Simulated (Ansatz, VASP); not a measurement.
**ZrC: VASP beside Ansatz**

One calculation is typed for both programs; each brings its own data sets. How far apart do they land? The cell is taken from a series of runs on this material, whose earlier steps may have relaxed, scaled, displaced or heated it; both programs get it as it stands.

Main program and level: Ansatz 0.2.0; plane waves, with VASP 6.6.1 beside it; elastic constants at PBEsol.

### Step 1. Set-up

The structure is cubic, space group Fm-3m (No. 225). The conventional cell has a = 4.724 Å, b = 4.724 Å, c = 4.724 Å, α = 90.00°, β = 90.00°, γ = 90.00°. Zr has 6 C at 2.36 Å nearest. C has 6 Zr at 2.36 Å nearest. Farther neighbours are not listed.

### Step 2. Ansatz: elastic constants, PBEsol, pair 1

Ansatz runs on its default PAW (the set named soft_2) files.

Elastic constants are differences of stresses under small strains, so they test the stress and the mesh.

input.yaml

```yaml
crystal:
  lattice:
    - [0.0, 2.3618482582, 2.3618482582]
    - [2.3618482582, 0.0, 2.3618482582]
    - [2.3618482582, 2.3618482582, 0.0]
  atoms:
    - { symbol: Zr, position: [0.5, 0.5, 0.5] }
    - { symbol: C, position: [0.0, 0.0, 0.0] }
kpoints:
  mp_grid: { grid: [2, 2, 2] }
hamiltonian:
  xc: pbesol
scf:
  occupations: { method: gaussian, width: 0.1 }
output:
  forces: true
  stress: true
  eigenvalues: true
elastic:
  mode: relaxed_ion
  stencil: two_point
```

Started as:

```
$ ansatz run input.yaml --threads 4 --pin off --max-ram 8192MiB --backend cpu --events-out ev --progress --plain --runs-dir out
```

Numbers of over 12 decimals in the logs are rounded to 6 here.

Output:

```text
Engine: ansatz 0.2.0, aarch64-unknown-linux-gnu
Pseudopotentials: kind: paw
Pseudopotential: Zr, paw, valence charge 12, recommended cutoff 420 eV (normal), Zr.paw.azcp
Pseudopotential: C, paw, valence charge 4, recommended cutoff 420 eV (normal), C.paw.azcp
Functional definition: PBEsol
  exchange = pbesol_x
  correlation = pbesol_c
Crystal: 2 atoms, lattice volume = 26.350 Å³
Basis set: ecut = 420 eV, 531 PW (Γ), exchange–correlation on 48×48×48 points (8 copies of the dense FFT grid, shifted against one another)
Bands: 12, of which v1, the nominal top of the filled ones, is band 8 counted from 1 (7 counted from 0)
Symmetry: 48 space group operations
Space group: Fm-3m (ITA 225), of the structure as read, at distance tolerance 3.0e-5 Å
k-points: 3 of 8
Non-local potential: Zr, projectors of the file, l = 0: 3, l = 1: 2, l = 2: 2, l = 3: 2
Non-local potential: C, projectors of the file, l = 0: 2, l = 1: 2, l = 2: 1
PAW form: soft (Blöchl's): semilocal exchange-correlation on the pseudo side does not see the compensation charge
PAW frozen core: Zr, regenerated for the run's functional, and the local potential with it (the file was generated under x = pbe(κ = 0.804, μ = 0.219515), c = pbe(β = 0.066725))
PAW frozen core: C, regenerated for the run's functional, and the local potential with it (the file was generated under x = pbe(κ = 0.804, μ = 0.219515), c = pbe(β = 0.066725))
PAW one-centre angular grid: Zr, 590 points (default); XC on 64 Gauss nodes
PAW one-centre angular grid: C, 110 points (default); XC on 64 Gauss nodes
Initial density: superposition of atomic densities (neutral atoms: chi_scale 0, normalization atom), corrected by the library's trained network
Initial wavefunctions: pseudopotential atomic-orbital guess
Functional: x = pbesol(κ = 0.804, μ = 0.123457), c = pbesol(β = 0.046)
SCF iter   1: F=—  HF=-4376.011165 eV  |F-HF|=—  |Δ(HF+E_count)|=         —  Δρ=1.45e-2  dr2=7.46e-2  ethr=1.77e-3  ⟨swp⟩=5.0  Hψ=178  notcnv=0
preconditioner: auto → none  [insulator: Δε(μ)=0.902 eV  Ē_g=17.766 eV  σ=0.100 eV  W_gap=1.00  n_scr=8 (ndim 8)  ℏωp=27.1 eV  f_vac=0.000  D(μ)=0.00/eV (n_scr^D=0)  ε∞_Penn≈3.3]
SCF iter   2: F=—  HF=-4375.990298 eV  |F-HF|=—  |Δ(HF+E_count)|=   2.09e-2  Δρ=7.00e-3  dr2=1.24e-2  ethr=4.66e-4  ⟨swp⟩=2.7  Hψ=79  notcnv=0
SCF iter   3: F=—  HF=-4375.987053 eV  |F-HF|=—  |Δ(HF+E_count)|=   3.25e-3  Δρ=2.60e-3  dr2=8.80e-4  ethr=7.73e-5  ⟨swp⟩=2.0  Hψ=46  notcnv=0
SCF iter   4: F=—  HF=-4375.986852 eV  |F-HF|=—  |Δ(HF+E_count)|=   2.01e-4  Δρ=2.18e-4  dr2=5.70e-6  ethr=5.50e-6  ⟨swp⟩=1.7  Hψ=40  notcnv=0
SCF iter   5: F=—  HF=-4375.986852 eV  |F-HF|=—  |Δ(HF+E_count)|=   6.47e-7  Δρ=4.56e-5  dr2=1.25e-7  ethr=3.56e-8  ⟨swp⟩=2.3  Hψ=56  notcnv=0
SCF iter   6: F=—  HF=-4375.986850 eV  |F-HF|=—  |Δ(HF+E_count)|=   1.14e-6  Δρ=8.53e-6  dr2=6.02e-9  ethr=7.83e-10  ⟨swp⟩=2.3  Hψ=53  notcnv=0
SCF iter   7: F=—  HF=-4375.986850 eV  |F-HF|=—  |Δ(HF+E_count)|=   1.91e-9  Δρ=2.09e-6  dr2=3.38e-10  ethr=3.76e-11  ⟨swp⟩=2.7  Hψ=58  notcnv=0
SCF iter   8: F=—  HF=-4375.986850 eV  |F-HF|=—  |Δ(HF+E_count)|=  1.06e-10  Δρ=1.45e-7  dr2=1.55e-12  ethr=2.11e-12  ⟨swp⟩=2.3  Hψ=53  notcnv=0
SCF iter   9: F=-4375.986850 eV  HF=-4375.986850 eV  |F-HF|=0.00e0  |Δ(HF+E_count)|=  1.82e-12  Δρ=2.38e-8  dr2=3.44e-14  ethr=1.00e-12  ⟨swp⟩=4.0  Hψ=114  notcnv=0
SCF 1 converged in 9 iterations: F = -4375.986850 eV  dr2 = 3.44e-14
  greatest PAW one-centre occupation: 0.996 electrons in one spin orbital (limit 2), on the Zr atom at site 0 (counted from 0), in its partial waves of l = 0
Crystal: 2 atoms, lattice volume = 26.298 Å³
Symmetry: 16 space group operations
k-points: 4 of 8
Initial density: handed on by an earlier stage of this run
Initial wavefunctions: those handed on with the density
iter 1 solved again at ethr=4.06e-7 eV; its pass at ethr=3.10e-3 eV (dr2=6.49e-5 eV) is discarded
[...]
preconditioner: auto → none  [insulator: Δε(μ)=0.635 eV  Ē_g=8.133 eV  σ=0.100 eV  W_gap=1.00  n_scr=8 (ndim 8)  ℏωp=20.5 eV  f_vac=0.000  D(μ)=0.00/eV (n_scr^D=0)  ε∞_Penn≈7.3]
[...]
SCF 2 converged in 8 iterations: F = -4375.986749 eV  dr2 = 2.53e-15
Crystal: 2 atoms, lattice volume = 26.403 Å³
[...]
preconditioner: auto → none  [insulator: Δε(μ)=0.628 eV  Ē_g=8.107 eV  σ=0.100 eV  W_gap=1.00  n_scr=8 (ndim 8)  ℏωp=20.4 eV  f_vac=0.000  D(μ)=0.00/eV (n_scr^D=0)  ε∞_Penn≈7.4]
[...]
SCF 3 converged in 5 iterations: F = -4375.986605 eV  dr2 = 4.93e-14
Symmetry: 8 space group operations
k-points: 5 of 8
[...]
preconditioner: auto → none  [insulator: Δε(μ)=0.624 eV  Ē_g=8.119 eV  σ=0.100 eV  W_gap=1.00  n_scr=8 (ndim 8)  ℏωp=20.5 eV  f_vac=0.000  D(μ)=0.00/eV (n_scr^D=0)  ε∞_Penn≈7.4]
[...]
SCF iter   3: F=—  HF=-4375.986796 eV  |F-HF|=—  |Δ(HF+E_count)|=   2.94e-8  Δρ=5.61e-6  dr2=2.21e-9  ethr=9.81e-10  ⟨swp⟩=2.4  Hψ=99  notcnv=0
SCF iter   4: F=—  HF=-4375.986796 eV  |F-HF|=—  |Δ(HF+E_count)|=   1.03e-9  Δρ=6.24e-7  dr2=1.35e-10  ethr=1.38e-11  ⟨swp⟩=1.8  Hψ=76  notcnv=0
SCF iter   5: F=—  HF=-4375.986796 eV  |F-HF|=—  |Δ(HF+E_count)|=  4.00e-11  Δρ=1.49e-7  dr2=4.62e-12  ethr=8.42e-13 (applied; sched 1.00e-12)  ⟨swp⟩=2.0  Hψ=79  notcnv=0
SCF iter   6: F=—  HF=-4375.986796 eV  |F-HF|=—  |Δ(HF+E_count)|=    0.00e0  Δρ=3.01e-8  dr2=1.25e-13  ethr=2.88e-14 (applied; sched 1.00e-12)  ⟨swp⟩=2.0  Hψ=78  notcnv=0
SCF iter   7: F=-4375.986796 eV  HF=-4375.986796 eV  |F-HF|=2.73e-12  |Δ(HF+E_count)|=  9.09e-13  Δρ=3.13e-9  dr2=1.04e-15  ethr=1.00e-12  ⟨swp⟩=3.6  Hψ=165  notcnv=0
SCF 4 converged in 7 iterations: F = -4375.986796 eV  dr2 = 1.04e-15
iter 1 solved again at ethr=1.00e-12 eV; its pass at ethr=3.10e-3 eV (dr2=2.08e-11 eV) is discarded
SCF iter   1: F=—  HF=-4375.986797 eV  |F-HF|=—  |Δ(HF+E_count)|=         —  Δρ=4.55e-7  dr2=1.96e-11  ethr=1.00e-12  ⟨swp⟩=2.0  Hψ=381  notcnv=0
preconditioner: auto → none  [insulator: Δε(μ)=0.623 eV  Ē_g=8.119 eV  σ=0.100 eV  W_gap=1.00  n_scr=8 (ndim 8)  ℏωp=20.5 eV  f_vac=0.000  D(μ)=0.00/eV (n_scr^D=0)  ε∞_Penn≈7.4]
SCF iter   2: F=—  HF=-4375.986796 eV  |F-HF|=—  |Δ(HF+E_count)|=   5.99e-7  Δρ=2.43e-7  dr2=5.28e-12  ethr=1.23e-13 (applied; sched 1.00e-12)  ⟨swp⟩=2.0  Hψ=99  notcnv=0
SCF iter   3: F=—  HF=-4375.986796 eV  |F-HF|=—  |Δ(HF+E_count)|=  1.82e-12  Δρ=9.74e-8  dr2=1.17e-12  ethr=3.30e-14 (applied; sched 1.00e-12)  ⟨swp⟩=2.0  Hψ=77  notcnv=0
SCF iter   4: F=-4375.986796 eV  HF=-4375.986796 eV  |F-HF|=0.00e0  |Δ(HF+E_count)|=    0.00e0  Δρ=7.69e-9  dr2=7.01e-15  ethr=1.00e-12  ⟨swp⟩=3.0  Hψ=215  notcnv=0
SCF 5 converged in 4 iterations: F = -4375.986796 eV  dr2 = 7.01e-15
SCF converged after 9 iterations
Free energy (F): -4375.986850 eV
Harris-Foulkes:  -4375.986850 eV  (|F-HF|=0.00e0)
Internal energy: -4375.986849 eV  (E = F + TS)
E sigma→0 (E₀):  -4375.986850 eV
Entropy (-TS):   -0.000002 eV (-0.001 meV/atom)
Fermi energy:    15.094286 eV
--- Per-component energies (eV) ---
  E_band       = -54.216886
  E_kinetic    = 423.135356
  E_local      = -601.833221  (includes V_loc(G=0)·N_el)
  E_nonlocal   = 104.797701
  E_hartree    = 178.796209
  E_xc         = -209.535293
  E_vxc        = -251.451265  (∫ρ·V_xc dr)
  E_paw        = -2993.968070  (= ΣΔE_a)
  E_vpaw       = -86.457912  (= ΣTr[D̂ρ^β])
  E_aug_tail   = 0.000037  (compensation charges beyond the density's cutoff)
  E_ewald      = -1277.566389
  E_core_change = 0.186821  (= ΣΔE_core)
  E_smearing   = -0.000002  (= −TS)
  E_closure    = 0.000000  (closes the sum)
  Σ components = -4375.986850   (vs F -4375.986850, Δ=0.00e0)
--- Forces (eV/Å), atoms counted from 1 ---
  atom   1  Zr     0.00000000    -0.00000000    -0.00000000
  atom   2  C      0.00000000     0.00000000     0.00000000
  max |Σ_I F_I| component: 1.97e-26 eV/Å
--- Stress (GPa, compression-positive) ---
       -0.013507      -0.000000      -0.000000
       -0.000000      -0.013507      -0.000000
        0.000000       0.000000      -0.013507
  P = ⅓ Tr σ = -0.0135 GPa (-0.135 kbar)
--- Band table (eV) ---
  k-point 0: bands = [... 4 lower, 3.4287, 15.4119, 15.4119, 15.4119, 15.7111, 15.7111, 15.7111, 17.1042]
  k-point 1: bands = [... 4 lower, 6.5401, 9.2742, 11.6881, 11.6881, 18.7394, 18.7394, 19.6986, 20.9192]
  k-point 2: bands = [... 4 lower, 4.6584, 12.5269, 12.6323, 14.7664, 14.7664, 18.7015, 19.8462, 19.8462]
--- Elastic constants: 2 strain directions × 2 members + reference (group order 48) ---
  dense FFT box of the reference and of every strained cell: 24×24×24
  strains applied: 11, 23; error gains: componentwise 1.00 (the most a stress slope's error grows in a printed constant), spectral 1.73 (1 for all six strains in a standard setting)
  C = ∂σ_k/∂η_j (tension-positive GPa; Voigt order 11 22 33 23 13 12):
       523.070     88.992     88.992     -0.000     -0.000      0.000
        88.992    523.070     88.992      0.000      0.000      0.000
        88.992     88.992    523.070      0.000      0.000      0.000
        -0.000      0.000      0.000    164.615      0.000     -0.000
        -0.000      0.000     -0.000     -0.000    164.615      0.000
         0.000     -0.000      0.000      0.000     -0.000    164.615
  reference stress σ⁰ (GPa):      0.014      0.014      0.014      0.000      0.000      0.000
  C* (energy form; C + prestress term) asymmetry max|C*_kj − C*_jk| = 1.421e-14 GPa — a small one proves nothing (zero by symmetry where the batch's group is 432, −43m or m−3m); a large one is finite-difference/SCF noise where every solve meets its electron count
  moduli (Voigt/Reuss/Hill, GPa): K = 233.68/233.68/233.68   G = 185.58/182.22/183.90   E = 437.06   ν = 0.188
  mechanically stable: yes (min eigenvalue of sym C = 164.61 GPa)
  strain η (Voigt 11):  stress-route row diagonal C_11 = 523.07 GPa, energy-path curvature d²(F+E_count+ΔE)/dδ²/Ω₀ = 522.17 GPa
         δ    σ_11 (GPa)             F (eV)   n_scf  n_hpsi   n_pw
    -2.000e-3      -1.0440       -4375.9867493       8     897    531   relax 0 steps, max|allowed force component| 8.68e-30 eV/Å
     2.000e-3       1.0483       -4375.9866055       5     698    531   relax 0 steps, max|allowed force component| 1.23e-29 eV/Å
  strain η (Voigt 23):  stress-route row diagonal C_44 = 164.61 GPa, energy-path curvature d²(F+E_count+ΔE)/dδ²/Ω₀ = 164.31 GPa
         δ    σ_23 (GPa)             F (eV)   n_scf  n_hpsi   n_pw
    -2.000e-3      -0.3292       -4375.9867959       7    1071    531   relax 0 steps, max|allowed force component| 6.90e-30 eV/Å
     2.000e-3       0.3292       -4375.9867959       4     846    531   relax 0 steps, max|allowed force component| 9.05e-30 eV/Å
```

(Part 1 of 3 ends here.)

[Lines on the potential files, build, host, timing and source positions are cut from VASP's logs without a mark.]

[Logs are printed without paths, hosts, clocks, repeated set-up lines and the standing remarks that a program may print on its own settings, such as how far it seeks lower states.]

[Hosts, paths, dates, database ids (printed as entryN), source tags and the programs' standing remarks are cut or masked in the printed files.]
